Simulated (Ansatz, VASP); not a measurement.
# YNiI: VASP beside Ansatz, part 2 of 2

Wanted: the spread between two codes on one cell, functional and k mesh. The cell is invented: other elements were put on sites of a known structure type. It may not be a known or stable phase. The cell is a member of a volume series, scaled by 0.94 from a relaxed one, so a pressure remains.

VASP 6.6.1 and Ansatz 0.2.0.

So far. Step 2 (Ansatz: single point, PBEsol, volume scaled by 0.94): The run ends at a pressure of 6.55 GPa.

### Step 5. VASP: single point, PBEsol, volume scaled by 1.02

Level of this step: PBEsol, spin-polarised from a ferromagnetic start (one magnetic atom a cell); plane waves and PAW (Y_sv, Ni, I); invented cell (VASP).

A single point gives forces, pressure and levels at one fixed geometry, so differences don't come from the geometry; what else differs is listed under the comparison. The cell compared in this pair holds 62.01 Å³, against 57.15 Å³ for the pair before.

Input file INCAR:

```
SYSTEM = YNiI
PREC = Accurate
ENCUT = 400
EDIFF = 1E-06
NELM = 100
ISMEAR = 0
SIGMA = 0.05
LREAL = .FALSE.
ALGO = Normal
GGA = PS
ISPIN = 2
MAGMOM = 0 1 0
LMAXMIX = 4
LORBIT = 11
LWAVE = .FALSE.
LCHARG = .FALSE.
ISIF = 2
```

Input file POSCAR:

```
YNiI
1.0
    4.3009796201      0.0000000000      0.0000000000
   -2.1504898101      3.7247576141      0.0000000000
    0.0000000000      0.0000000000      3.8709764446
Y Ni I
1 1 1
Direct
    0.0000000000      0.0000000000      0.0000000000
    0.3333333300      0.6666666700      0.5000000000
    0.6666666700      0.3333333300      0.5000000000
```

Input file KPOINTS:

```
Automatic mesh
0
Gamma
6 6 6
0 0 0
```

Potentials, in the order of the species: Y_sv, Ni and I (PBE family, release 64).

Run with:

```bash
$ mpirun -np 1 vasp_std
```

Numbers of over 12 decimals in the logs are rounded to 6 here.

Output:

```text
[banner, memory and clock lines left out]
running    1 mpi-ranks, on    1 nodes
[...]
[... a notice as in an earlier step ...]

 LDA part: xc-table for (Slater+PW92), standard interpolation
 POSCAR, INCAR and KPOINTS ok, starting setup
[...]
entering main loop
       N       E                     dE             d eps       ncg     rms          rms(c)
DAV:   1     0.147178759192E+03    0.14718E+03   -0.11179E+04  2128   0.124E+03
DAV:   2    -0.655145000750E+01   -0.15373E+03   -0.15000E+03  2182   0.299E+02
DAV:   3    -0.161046591339E+02   -0.95532E+01   -0.93758E+01  2842   0.728E+01
DAV:   4    -0.165062725423E+02   -0.40161E+00   -0.39950E+00  3198   0.126E+01
[...]
DAV:  13    -0.158066658409E+02    0.27539E-04   -0.11060E-04  2772   0.653E-02    0.447E-02
DAV:  14    -0.158066605519E+02    0.52890E-05   -0.16667E-05  3337   0.287E-02    0.161E-02
DAV:  15    -0.158066598842E+02    0.66767E-06   -0.19785E-06  1616   0.125E-02
   1 F= -.15806660E+02 E0= -.15806300E+02  d E =-.720242E-03  mag=     0.0000
```

Parts of OUTCAR (step 5):

```text
  Total       -0.6445149     -0.6445149     -0.5991246      0.0000000      0.0000000      0.0000000
  in kB      -16.6516620    -16.6516620    -15.4789622      0.0000000      0.0000000      0.0000000
  external PRESSURE =     -16.2607621 kB  Pullay stress =       0.0000000 kB

 POSITION                                       TOTAL-FORCE (eV/Angst)
 -----------------------------------------------------------------------------------
      0.00000      0.00000      0.00000        -0.000000      0.000000      0.000000
     -0.00000      2.48317      1.93549        -0.000000      0.000000      0.000000
      2.15049      1.24159      1.93549         0.000000     -0.000000      0.000000
 -----------------------------------------------------------------------------------
    total drift:                                0.000002     -0.000001      0.000000

  FREE ENERGIE OF THE ION-ELECTRON SYSTEM (eV)
  ---------------------------------------------------
  free  energy   TOTEN  =       -15.8066598842 eV

  energy  without entropy=      -15.8059396418  energy(sigma->0) =      -15.80629976

[... 2 parts as in an earlier step ...]

[... 2 further parts left out ...]
[key lines of the parts left out:]
E-fermi :   8.5252
```

The run ends at a pressure of -1.63 GPa.

### Step 6. Ansatz: single point, PBEsol, volume scaled by 1.02

The same cell, functional, mesh and smearing now go to Ansatz, which takes its cutoff from its data sets.

The cell is a member of a volume series, scaled by 1.02 from a relaxed one, so a pressure remains.

Input file input.yaml:

```yaml
crystal:
  lattice:
    - [4.3009796201, 0.0, 0.0]
    - [-2.1504898101, 3.7247576141, 0.0]
    - [0.0, 0.0, 3.8709764446]
  atoms:
    - { symbol: "Y", position: [0.0, 0.0, 0.0] }
    - { symbol: Ni, position: [0.33333333, 0.66666667, 0.5], spin: 1.0 }
    - { symbol: I, position: [0.66666667, 0.33333333, 0.5] }
hamiltonian:
  xc: pbesol
  pseudopotentials: { kind: paw }
magnetization:
  spin_polarized: true
kpoints:
  mp_grid: { grid: [6, 6, 6] }
scf:
  occupations: { method: gaussian, width: 0.05 }
  n_extra_bands: 4
output:
  forces: true
  stress: true
  eigenvalues: true
  write_density: true
  write_potential: true
  elf: true
  volumetric_format: npy
```

Run with:

```bash
$ ansatz run input.yaml --threads 2 --pin off --max-ram 4608MiB --backend cpu --events-out ev --progress --plain --runs-dir out
```

Output:

```text
[...]
Crystal: 3 atoms, lattice volume = 62.013 Å³
Basis set: ecut = 420 eV, 1195 PW (Γ), exchange–correlation on 60×60×54 points (8 copies of the dense FFT grid, shifted against one another)
Bands: 27, of which v1, the nominal top of the filled ones, is band 23 counted from 1 (22 counted from 0)
Symmetry: 12 space group operations
[...]
k-point 0 ↑: bands = [... 19 lower, 12.7327, 12.9243, 13.3203, 13.3203, 14.9178, 16.8124, 16.8124, 16.8750]
  k-point 1 ↑: bands = [... 19 lower, 12.6330, 13.3248, 13.4025, 13.4025, 15.3738, 15.6280, 15.6280, 17.7719]
  k-point 2 ↑: bands = [... 19 lower, 13.0521, 13.6669, 13.6669, 14.3571, 15.0529, 15.0529, 16.2973, 16.5636]
  k-point 27 ↓: bands = [... 19 lower, 12.4673, 13.0797, 13.2989, 13.6878, 16.5849, 16.8156, 17.9582, 18.1509]
[key lines of the parts left out:]
SCF converged after 13 iterations
Magnetization: -0.0000 μB (23.0000 up, 23.0000 down)
Free energy (F): -17033.405049 eV
Fermi energy:    14.988538 eV
P = ⅓ Tr σ = -1.4927 GPa (-14.927 kbar)
```

Wall time 17 s (2 threads of Arm Neoverse N1, shared host); peak memory 0.43 GiB.

The run ends at a pressure of -1.49 GPa.

### Step 7. Side by side

Compared:

| quantity | Ansatz | VASP | difference |
| --- | --- | --- | --- |
| pressure (GPa) | -1.49 | -1.63 | +0.13 |

Ansatz's pressure holds a Pulay correction of 0.03 GPa; VASP's holds none.

### Step 8. VASP: single point, PBEsol, volume scaled by 1.04

With cell and atoms fixed, the geometry can't cause a difference; cores, projectors, grids and the points listed under the comparison can. The cell compared in this pair holds 63.23 Å³, against 62.01 Å³ for the pair before.

INCAR is that of step 5.

Input file POSCAR:

```
YNiI
1.0
    4.3289088417      0.0000000000      0.0000000000
   -2.1644544209      3.7489450296      0.0000000000
    0.0000000000      0.0000000000      3.8961133596
Y Ni I
1 1 1
Direct
    0.0000000000      0.0000000000      0.0000000000
    0.3333333300      0.6666666700      0.5000000000
    0.6666666700      0.3333333300      0.5000000000
```

KPOINTS is that of step 5.

Run with:

```bash
$ mpirun -np 1 vasp_std
```

Output:

```text
[... set-up lines as in an earlier step ...]
 entering main loop
       N       E                     dE             d eps       ncg     rms          rms(c)
DAV:   1     0.146411985336E+03    0.14641E+03   -0.11140E+04  2128   0.122E+03
DAV:   2    -0.644011351065E+01   -0.15285E+03   -0.14852E+03  2184   0.296E+02
DAV:   3    -0.160710393724E+02   -0.96309E+01   -0.94622E+01  2778   0.731E+01
DAV:   4    -0.164881784841E+02   -0.41714E+00   -0.41427E+00  3187   0.130E+01
[...]
DAV:  13    -0.157897314179E+02    0.23672E-04   -0.98336E-05  2823   0.613E-02    0.417E-02
DAV:  14    -0.157897266948E+02    0.47231E-05   -0.15521E-05  3320   0.272E-02    0.148E-02
DAV:  15    -0.157897261956E+02    0.49913E-06   -0.19751E-06  1571   0.124E-02
   1 F= -.15789726E+02 E0= -.15789316E+02  d E =-.819965E-03  mag=     0.0000
```

OUTCAR, selected parts (step 8):

```text
  Total       -1.2417278     -1.2417278     -1.1700470      0.0000000      0.0000000      0.0000000
  in kB      -31.4642865    -31.4642865    -29.6479587      0.0000000      0.0000000      0.0000000
  external PRESSURE =     -30.8588439 kB  Pullay stress =       0.0000000 kB

 POSITION                                       TOTAL-FORCE (eV/Angst)
 -----------------------------------------------------------------------------------
      0.00000      0.00000      0.00000        -0.000000      0.000000      0.000000
     -0.00000      2.49930      1.94806         0.000000      0.000000      0.000000
      2.16445      1.24965      1.94806        -0.000000      0.000000      0.000000
 -----------------------------------------------------------------------------------
    total drift:                                0.000002     -0.000001      0.000000

  FREE ENERGIE OF THE ION-ELECTRON SYSTEM (eV)
  ---------------------------------------------------
  free  energy   TOTEN  =       -15.7897261956 eV

  energy  without entropy=      -15.7889062310  energy(sigma->0) =      -15.78931621

[... 2 parts as in an earlier step ...]

[... 2 further parts left out ...]
[key lines of the parts left out:]
E-fermi :   8.3219
```

The run ends at a pressure of -3.09 GPa.

### Step 9. Ansatz: single point, PBEsol, volume scaled by 1.04

The same cell, functional, mesh and smearing now go to Ansatz, which takes its cutoff from its data sets.

The cell is a member of a volume series, scaled by 1.04 from a relaxed one, so a pressure remains.

input.yaml: that of step 6 with these lines changed.

```diff
@@ -2,5 +2,5 @@
   lattice:
-    - [4.3009796201, 0.0, 0.0]
-    - [-2.1504898101, 3.7247576141, 0.0]
-    - [0.0, 0.0, 3.8709764446]
+    - [4.3289088417, 0.0, 0.0]
+    - [-2.1644544209, 3.7489450296, 0.0]
+    - [0.0, 0.0, 3.8961133596]
   atoms:
```

Run with:

```bash
$ ansatz run input.yaml --threads 2 --pin off --max-ram 4608MiB --backend cpu --events-out ev --progress --plain --runs-dir out
```

Output:

```text
[...]
Crystal: 3 atoms, lattice volume = 63.229 Å³
Basis set: ecut = 420 eV, 1219 PW (Γ), exchange–correlation on 60×60×54 points (8 copies of the dense FFT grid, shifted against one another)
Bands: 27, of which v1, the nominal top of the filled ones, is band 23 counted from 1 (22 counted from 0)
Symmetry: 12 space group operations
[...]
k-point 0 ↑: bands = [... 19 lower, 12.4624, 12.5731, 13.0290, 13.0290, 14.5718, 16.4380, 16.4380, 16.5139]
  k-point 1 ↑: bands = [... 19 lower, 12.3650, 12.9603, 13.1079, 13.1079, 15.0221, 15.2891, 15.2891, 17.3747]
  k-point 2 ↑: bands = [... 19 lower, 12.7679, 13.3601, 13.3601, 13.9638, 14.7288, 14.7288, 15.9344, 16.2058]
  k-point 27 ↓: bands = [... 19 lower, 12.2046, 12.7960, 13.0107, 13.3866, 16.1905, 16.4334, 17.5655, 17.7573]
[key lines of the parts left out:]
SCF converged after 14 iterations
Magnetization: -0.0000 μB (23.0000 up, 23.0000 down)
Free energy (F): -17033.388049 eV
Fermi energy:    14.661278 eV
P = ⅓ Tr σ = -2.9591 GPa (-29.591 kbar)
```

Elapsed: 18 s, on 2 threads; peak memory 0.44 GiB.

The run ends at a pressure of -2.96 GPa.

### Step 10. Comparison

Compared:

| quantity | Ansatz | VASP | difference |
| --- | --- | --- | --- |
| pressure (GPa) | -2.96 | -3.09 | +0.13 |

Ansatz's pressure holds a Pulay correction of 0.03 GPa; VASP's holds none.

### Step 11. What came out

- difference in pressure (single point, PBEsol, volume scaled by 0.94): 0.18 GPa
- difference in pressure (single point, PBEsol, volume scaled by 1.02): 0.13 GPa
- difference in pressure (single point, PBEsol, volume scaled by 1.04): 0.13 GPa

In words: The difference in pressure is 0.18 GPa (single point, PBEsol, volume scaled by 0.94), within the 1 GPa picked in this series as the mark of a large difference. 1 further run of this series is not shown here. Such differences can come from data sets, numerical settings and the points named under the comparisons, not from the functional's error against experiment.

[Lines on the potential files, build, host, timing and source positions are cut from VASP's logs without a mark.]

[Logs are printed without paths, hosts, clocks, repeated set-up lines and the standing remarks that a program may print on its own settings, such as how far it seeks lower states.]

[Hosts, paths, dates, database ids (printed as entryN), source tags and the programs' standing remarks are cut or masked in the printed files.]
